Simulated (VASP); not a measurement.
A VASP calculation is set up with these files.

### KPOINTS
```
Automatic
0
Gamma
  12 12 12
```

### INCAR
```
SYSTEM = Ga
PREC = Accurate
ENCUT = 400
EDIFF = 1E-6
NELM = 100
ALGO = Normal
LREAL = .FALSE.
LASPH = .TRUE.
ISMEAR = 1
SIGMA = 0.1
GGA = PS
LMAXMIX = 4
LWAVE = .FALSE.
LCHARG = .FALSE.
IBRION = 2
ISIF = 3
NSW = 60
EDIFFG = -0.01
```

### POSCAR
```
Ga
1.0
  2.6633928400   0.0000000000   0.0000000000
  0.0000000000   2.6633928400   0.0000000000
  0.0000000000   0.0000000000   2.6633928400
Ga
1
Cart
  0.0000000000   0.0000000000   0.0000000000
```

POTCAR, in this order: Ga_d (PBE.64 set). Program: vasp_std.

### Question
Write an equivalent input for Quantum ESPRESSO's pw.x.

### Answer
One equivalent input (not run):
```
&CONTROL
  calculation = 'vc-relax'
  pseudo_dir = './pseudo'
  outdir = './out'
  tprnfor = .true.
  tstress = .true.
  nstep = 60
  forc_conv_thr = 0.00039
/
&SYSTEM
  ibrav = 0
  nat = 1
  ntyp = 1
  ecutwfc = 80
  occupations = 'smearing'
  smearing = 'methfessel-paxton'
  degauss = 0.00735
  input_dft = 'pbesol'
/
&ELECTRONS
  conv_thr = 7.3e-08
  electron_maxstep = 100
/
&IONS
/
&CELL
/
ATOMIC_SPECIES
  Ga 69.723 Ga.upf
CELL_PARAMETERS angstrom
     2.6633928   -0.0000000    0.0000000
    -0.0000000    2.6633928   -0.0000000
    -0.0000000    0.0000000    2.6633928
ATOMIC_POSITIONS crystal
  Ga   0.0000000  0.0000000  0.0000000
K_POINTS automatic
  12 12 12 0 0 0
```
Limits of the translation: the potentials are each code's own (VASP's PAW set, PseudoDojo norm-conserving files in pw.x), so ENCUT and ecutwfc are chosen apart and not converted; conv_thr bounds pw.x's estimated SCF error, while EDIFF bounds the energy change between steps; forc_conv_thr acts on force components and is met together with etot_conv_thr.

The structure was generated: Ga was put into the simple-cubic type (Pm-3m), which need not be its known phase. This run relaxes it. Symmetry was kept, so distortions that lower it aren't found. The start is the result of an earlier pass.
